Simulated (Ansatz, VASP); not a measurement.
# ScInS3 in two plane-wave programs

Wanted: the spread between two codes on one cell, functional and k mesh. The cell is generated by rule, not measured, and may not be a known phase. The cell is taken from a series of runs on this material, whose earlier steps may have relaxed, scaled, displaced or heated it; both programs get it as it stands.

Program: Ansatz 0.2.0. Level of theory: plane waves, with VASP 6.6.1 beside it; relaxation of cell and atoms at PBEsol. Results are calculated unless marked as measured.

The structure was built from a prototype and need not be the compound's stable phase.

## 1. Set-up

Symmetry: Imma, No. 74, orthorhombic system. The conventional cell has a = 6.933 Å, b = 10.297 Å, c = 6.199 Å, α = 90.00°, β = 90.00°, γ = 90.00°. Sc has 5 S at 2.40 to 2.60 Å nearest. In has 6 S at 2.53 to 2.81 Å nearest. Nearest to S lie 1 Sc at 2.40 Å and 2 In at 2.81 Å. Nearest to S lie 2 In at 2.53 Å and 2 Sc at 2.60 Å. Farther neighbours and most contacts between anions are not listed.

## 2. VASP: relaxation of cell and atoms, PBEsol

The relaxed volume is the usual yardstick between codes: in a stiff, nearly cubic crystal its relative difference is about their pressure difference at one cell divided by the bulk modulus.

Lines of VASP's logs that name or quote its potential files are left out, and so is its time.

File INCAR:

```
SYSTEM = ScInS3
PREC = Accurate
ENCUT = 500
EDIFF = 1E-07
NELM = 120
ISMEAR = 1
SIGMA = 0.2
LREAL = .FALSE.
ALGO = Normal
GGA = PS
NBANDS = 52
LASPH = .TRUE.
LORBIT = 11
LWAVE = .FALSE.
LCHARG = .FALSE.
ISIF = 3
IBRION = 2
NSW = 80
EDIFFG = -0.005
GGA_COMPAT = .FALSE.
NELMIN = 4
KPAR = 2
```

File POSCAR:

```
ScInS3
1.0
   -3.4665110000      5.1484750000      3.0993750000
    3.4665110000     -5.1484750000      3.0993750000
    3.4665110000      5.1484750000     -3.0993750000
Sc In S
2 2 6
Direct
    0.6808503648      0.9308504134      0.7499999514
    0.3191495380      0.0691495866      0.2499999514
    0.9999999514      0.5000000000      0.4999999514
    0.4999999514      0.5000000000      0.9999999514
    0.0685214275      0.3185214761      0.7499999514
    0.9314784753      0.6814785239      0.2499999514
    0.6538484939      0.5000000000      0.6538484939
    0.3461514089      0.5000000000      0.3461514089
    0.3461514089      1.0000000000      0.8461514089
    0.6538484939      1.0000000000      0.1538484939
```

File KPOINTS:

```
Automatic mesh
0
Gamma
6 6 6
0 0 0
```

The projector-augmented-wave data sets are Sc_sv, In_d and S (PBE family, release 64).

Launch:

```
$ mpirun -np 2 vasp_std
```

Numbers of over 12 decimals in the logs are rounded to 6 here.

What it wrote:

```text
[banner, memory and clock lines left out]
running    2 mpi-ranks, on    1 nodes
 distrk:  each k-point on    1 cores,    2 groups
 distr:  one band on    1 cores,    1 groups

 POSCAR found type information on POSCAR ScInS
 POSCAR found :  3 types and      10 ions
|                                                                             |
|               ----> ADVICE to this user running VASP <----                  |
|                                                                             |
|     You enforced a specific xc type in the INCAR file but a different       |
|     [... a line on the potential file left out ...]
|     I HOPE YOU KNOW WHAT YOU ARE DOING!                                     |
|                                                                             |

 LDA part: xc-table for (Slater+PW92), standard interpolation
 POSCAR, INCAR and KPOINTS ok, starting setup
 FFT: planning ... GRIDC
 FFT: planning ... GRID_SOFT
 FFT: planning ... GRID
 WAVECAR not read
 entering main loop
       N       E                     dE             d eps       ncg     rms          rms(c)
DAV:   1     0.116189686150E+04    0.11619E+04   -0.35917E+04  4800   0.168E+03
DAV:   2     0.144921058473E+03   -0.10170E+04   -0.99931E+03  4888   0.543E+02
DAV:   3    -0.454990680129E+02   -0.19042E+03   -0.18374E+03  7076   0.230E+02
DAV:   4    -0.617525371047E+02   -0.16253E+02   -0.16096E+02  7576   0.685E+01
DAV:   5    -0.622565910848E+02   -0.50405E+00   -0.50131E+00  7584   0.137E+01    0.177E+01
DAV:   6    -0.559414154580E+02    0.63152E+01   -0.17773E+01  8168   0.410E+01    0.893E+00
DAV:   7    -0.558991477706E+02    0.42268E-01   -0.28105E+00  7760   0.815E+00    0.510E+00
DAV:   8    -0.558866789405E+02    0.12469E-01   -0.46318E-01  7700   0.484E+00    0.203E+00
DAV:   9    -0.558763842480E+02    0.10295E-01   -0.28021E-01  7512   0.382E+00    0.103E+00
DAV:  10    -0.558657754445E+02    0.10609E-01   -0.74503E-02  7492   0.213E+00    0.423E-01
DAV:  11    -0.558657564840E+02    0.18960E-04   -0.55883E-03  7352   0.615E-01    0.187E-01
DAV:  12    -0.558658143760E+02   -0.57892E-04   -0.63551E-04  7700   0.168E-01    0.452E-02
DAV:  13    -0.558657945228E+02    0.19853E-04   -0.25922E-04  7264   0.105E-01    0.352E-02
DAV:  14    -0.558657974557E+02   -0.29329E-05   -0.46910E-05  7212   0.420E-02    0.144E-02
DAV:  15    -0.558658008090E+02   -0.33533E-05   -0.53979E-06  6904   0.137E-02    0.785E-03
DAV:  16    -0.558658009467E+02   -0.13771E-06   -0.60619E-07  5808   0.353E-03    0.417E-03
DAV:  17    -0.558658009850E+02   -0.38340E-07   -0.56642E-07  5368   0.396E-03
   1 F= -.55865801E+02 E0= -.55867578E+02  d E =-.558658E+02
[...]
2 F= -.55865891E+02 E0= -.55867648E+02  d E =-.903045E-04
[...]
3 F= -.55865901E+02 E0= -.55867662E+02  d E =-.995183E-04
 curvature:  -0.38 expect dE=-0.151E-04 dE for cont linesearch -0.545E-07
 trial: gam= 0.17842 g(F)=  0.222E-04 g(S)=  0.172E-04 ort =-0.602E-05 (trialstep = 0.954E+00)
 search vector abs. value=  0.454E-04
 bond charge predicted
       N       E                     dE             d eps       ncg     rms          rms(c)
DAV:   1    -0.558659447308E+02   -0.44245E-04   -0.28312E-03  6500   0.376E-01    0.476E-02
DAV:   2    -0.558659319235E+02    0.12807E-04   -0.24830E-04  7116   0.129E-01    0.189E-02
DAV:   3    -0.558659277134E+02    0.42101E-05   -0.16232E-05  7608   0.316E-02    0.107E-02
DAV:   4    -0.558659267491E+02    0.96434E-06   -0.42775E-06  7624   0.192E-02    0.595E-03
DAV:   5    -0.558659271447E+02   -0.39558E-06   -0.75287E-07  6016   0.522E-03    0.221E-03
DAV:   6    -0.558659274279E+02   -0.28319E-06   -0.54866E-08  3140   0.244E-03    0.950E-04
DAV:   7    -0.558659276304E+02   -0.20253E-06   -0.36757E-08  2972   0.159E-03    0.201E-04
DAV:   8    -0.558659276550E+02   -0.24622E-07   -0.13079E-08  2924   0.119E-03
   4 F= -.55865928E+02 E0= -.55867693E+02  d E =-.271517E-04
 trial-energy change:   -0.000027  1 .order   -0.000027   -0.000037   -0.000017
 step:   1.8015(harm=  1.8015)  dis= 0.00115  next Energy=   -55.865935 (dE=-0.346E-04)
 reached required accuracy - stopping structural energy minimisation
```

OUTCAR, selected parts (step 2):

```text
ion  position               nearest neighbor table
   1  0.681  0.931  0.750-   5 2.40   7 2.60   8 2.60  10 2.60   9 2.60   3 3.71   4 3.71
   2  0.319  0.069  0.250-   6 2.40   7 2.60   8 2.60   9 2.60  10 2.60   3 3.71   4 3.71
   3  1.000  0.500  0.500-   7 2.53   8 2.53   9 2.53  10 2.53   5 2.81   6 2.81   1 3.71   2 3.71

  LATTYP: Found a body centered orthorhombic cell.
 ALAT       =     6.1987500000
 B/A-ratio  =     1.1184548498
 C/A-ratio  =     1.6611332930

 Subroutine GETGRP returns: Found  8 space group operations
 (whereof  4 operations were pure point group operations)

The static configuration has the point symmetry C_2h.
 The point group associated with its full space group is D_2h.

 Found     46 irreducible k-points:

   k-points           NKPTS =     46   k-points in BZ     NKDIM =     46   number of bands    NBANDS=     52

   dimension x,y,z NGX =    54 NGY =   54 NGZ =   54
   dimension x,y,z NGXF=   108 NGYF=  108 NGZF=  108

   ENCUT  =  500.0 eV  36.75 Ry    6.06 a.u.  12.65 12.65 12.65*2*pi/ulx,y,z

   NELECT =      84.0000    total number of electrons

 k-points in reciprocal lattice and weights: Automatic mesh
   0.00000000  0.00000000  0.00000000       0.005
   0.16666667 -0.00000000  0.00000000       0.019
   0.33333333  0.00000000  0.00000000       0.019
   0.50000000 -0.00000000  0.00000000       0.009
   0.00000000  0.16666667  0.00000000       0.019
   0.16666667  0.16666667 -0.00000000       0.037
   0.33333333  0.16666667  0.00000000       0.037
   0.50000000  0.16666667  0.00000000       0.037
  -0.33333333  0.16666667  0.00000000       0.037
[...]
-0.33333333 -0.33333333  0.33333333       0.009
   0.50000000  0.50000000  0.50000000       0.005

 average (electrostatic) potential at core
       1 -46.4276       2 -46.4276       3 -96.3168       4 -96.3168       5 -85.6902
       6 -85.6902       7 -86.5326       8 -86.5326       9 -86.5326      10 -86.5326

 E-fermi :   5.0250

 k-point     1 :       0.0000    0.0000    0.0000
  band No.  band energies     occupation
    ...
     39       3.2012      2.00000
     40       3.5075      2.00000
     41       3.7509      2.00000
     42       4.8550      2.00347
     43       5.0488      0.80064
     44       6.3808     -0.00000
     45       6.6939     -0.00000
     46       6.7745     -0.00000
     47       6.8809     -0.00000
     48       6.9488     -0.00000
    ...

 k-point     2 :       0.1667   -0.0000    0.0000
  band No.  band energies     occupation
    ...
     38       2.9507      2.00000
     39       3.2034      2.00000
     40       3.3660      2.00000
     41       3.6820      2.00000
     42       4.8834      1.92537
     43       5.0962      0.43787
     44       6.4085     -0.00000
     45       6.5940     -0.00000
     46       6.8447     -0.00000
     47       6.8838     -0.00000
    ...

 k-point     3 :       0.3333    0.0000    0.0000
  band No.  band energies     occupation
    ...
     38       3.0191      2.00000
     39       3.1296      2.00000
     40       3.2832      2.00000
     41       3.5271      2.00000
     42       4.8907      1.89913
     43       5.3163     -0.05908
     44       6.3918     -0.00000
     45       6.6220     -0.00000
     46       6.7686     -0.00000
     47       6.9252     -0.00000
    ...

  Total       -0.0143694     -0.0221211     -0.0123034      0.0000000     -0.0000000      0.0000000
  in kB       -0.1039526     -0.1600312     -0.0890070      0.0000000     -0.0000000      0.0000000
  external PRESSURE =      -0.1176636 kB  Pullay stress =       0.0000000 kB

  energy-cutoff  :      500.00
  volume of cell :      221.47
      direct lattice vectors                 reciprocal lattice vectors
    -3.467250948  5.150078130  3.100652921     0.000000000  0.097085906  0.161256359
     3.467250948 -5.150078130  3.100652921     0.144206464  0.000000000  0.161256359
     3.467250948  5.150078130 -3.100652921     0.144206464  0.097085906  0.000000000

 POSITION                                       TOTAL-FORCE (eV/Angst)
 -----------------------------------------------------------------------------------
      3.46725      2.57504      2.67179        -0.000000     -0.000000      0.002166
      0.00000      2.57504      0.42886         0.000000      0.000000     -0.002166
      0.00000      5.15008      3.10065         0.000000     -0.000000      0.000000
      3.46725      5.15008      0.00000         0.000000     -0.000000     -0.000000
      3.46725      2.57504     -1.12434         0.000000      0.000000      0.004051
     -0.00000      2.57504      4.22499        -0.000000     -0.000000     -0.004051
      1.73363      4.16100      1.55033         0.000000      0.004276      0.000000
      1.73363      0.98908      1.55033         0.000000     -0.004276      0.000000
      1.73363      6.13915     -1.55033         0.000000     -0.004276      0.000000
      1.73363     -0.98908      4.65098         0.000000      0.004276      0.000000
 -----------------------------------------------------------------------------------
    total drift:                                0.000027      0.001540      0.000661

  FREE ENERGIE OF THE ION-ELECTRON SYSTEM (eV)
  ---------------------------------------------------
  free  energy   TOTEN  =       -55.8659276550 eV

  energy  without entropy=      -55.8712236815  energy(sigma->0) =      -55.86769300

 reached required accuracy - stopping structural energy minimisation

 total charge
# of ion       s       p       d       tot
------------------------------------------
    1        2.201   6.145   1.006   9.352
    2        2.201   6.145   1.006   9.352
    3        0.740   0.631   9.964  11.336
    4        0.740   0.631   9.964  11.336
    5        1.335   2.363   0.000   3.698
    6        1.335   2.363   0.000   3.698
    7        1.330   2.422   0.000   3.752
    8        1.330   2.422   0.000   3.752
    9        1.330   2.422   0.000   3.752
   10        1.330   2.422   0.000   3.752
--------------------------------------------------
tot         13.869  27.967  21.941  63.778

[... 3 further parts left out ...]
```

The gap is under twice the smearing width, so the edge states are partly filled and the run can't tell a small gap from a semimetal.

[end of part 1 of 2]

[Lines on the potential files, build, host, timing and source positions are cut from VASP's logs without a mark.]

[Logs are printed without paths, hosts, clocks, repeated set-up lines and the standing remarks that a program may print on its own settings, such as how far it seeks lower states.]

[Hosts, paths, dates, database ids (printed as entryN), source tags and the programs' standing remarks are cut or masked in the printed files.]
